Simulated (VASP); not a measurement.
OSZICAR of a VASP run on NiSb (relaxed from the CsCl type structure, space group Pm-3m):

OSZICAR:
```
       N       E                     dE             d eps       ncg     rms          rms(c)
DAV:   1     0.544225111073E+02    0.54423E+02   -0.52870E+03  1888   0.108E+03
DAV:   2    -0.899038156945E+01   -0.63413E+02   -0.60209E+02  1913   0.221E+02
DAV:   3    -0.111661581546E+02   -0.21758E+01   -0.21046E+01  2158   0.475E+01
DAV:   4    -0.112069408028E+02   -0.40783E-01   -0.40594E-01  2083   0.628E+00
DAV:   5    -0.112079839837E+02   -0.10432E-02   -0.10427E-02  2143   0.112E+00    0.898E+00
DAV:   6    -0.130835443464E+02   -0.18756E+01   -0.24876E+01  2076   0.972E+01    0.143E+01
DAV:   7    -0.105452240203E+02    0.25383E+01   -0.80737E+00  2140   0.676E+01    0.217E+00
DAV:   8    -0.105358273795E+02    0.93966E-02   -0.53295E-01  2289   0.100E+01    0.148E+00
DAV:   9    -0.105223967598E+02    0.13431E-01   -0.69540E-02  2274   0.449E+00    0.190E-01
DAV:  10    -0.105223691381E+02    0.27622E-04   -0.10097E-03  2058   0.402E-01    0.109E-01
DAV:  11    -0.105222473613E+02    0.12178E-03   -0.24777E-04  2685   0.177E-01    0.168E-02
DAV:  12    -0.105222480760E+02   -0.71474E-06   -0.10722E-05  2075   0.321E-02    0.145E-02
DAV:  13    -0.105222508199E+02   -0.27439E-05   -0.57873E-06  2625   0.351E-02    0.331E-03
DAV:  14    -0.105222515915E+02   -0.77155E-06   -0.54676E-07  2094   0.916E-03    0.657E-04
DAV:  15    -0.105222515719E+02    0.19578E-07   -0.94923E-09  1032   0.946E-04
   1 F= -.10522252E+02 E0= -.10522252E+02  d E =0.000000E+00
```

Which electronic solver shows in the log?

It is blocked Davidson (ALGO = Normal, or the opening steps of other solvers). The INCAR had ALGO = Normal.

How was spin treated?

Without spin polarisation: there is no mag entry.

Can the final energy be trusted as converged?

Self-consistency was reached. It stopped with EDIFF = 1E-7, NELM = 100 (PBEsol GGA, plane waves, VASP's PBE PAW potentials (set 64)).

The structure was generated: NiSb was put into the CsCl type type (Pm-3m), which need not be its known phase. It was relaxed first, which changed the volume by -17 %. The run is not spin-polarised, so no magnetic state was tried. The electron count is odd and the run is not spin-polarised, which forces a metal.
